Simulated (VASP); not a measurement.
Data:

```
CELL_PARAMETERS angstrom
      0.00000     1.93019     1.93019
      1.93019     0.00000     1.93019
      1.93019     1.93019     0.00000
ATOMIC_POSITIONS crystal
  Al 0.00000 0.00000 0.00000
```

The numbers are results of LDA (Ceperley-Alder, Perdew-Zunger), VASP's LDA PAW potentials (set 64) (plane waves; VASP 6.6.1), not measurements. Numerical set-up: 500 eV cut-off, 16×16×16 Γ-centred mesh, first-order Methfessel-Paxton smearing of 0.10 eV, potentials Al.

Energy and stress use the plane-wave basis of the starting cell.

Q: The ions, cell shape and volume at an external pressure of 20.0 GPa are relaxed. What does this cell relax into?

A: 
```
CELL_PARAMETERS angstrom
      0.00000     1.88750     1.88750
      1.88750     0.00000     1.88750
      1.88750     1.88750     0.00000
ATOMIC_POSITIONS crystal
  Al 0.00000 0.00000 0.00000
```
Space group Fm-3m (225), at a tolerance of 0.03 Å.

Q: How do energy and volume change from the first to the last step?

A: The energy (σ→0) changes by +85.3 meV/atom and the volume by -6.5 %, in 3 ionic steps.

The compound is Al in the fcc structure. This run relaxes it under an external pressure of 20 GPa. Symmetry was kept, so distortions that lower it aren't found.
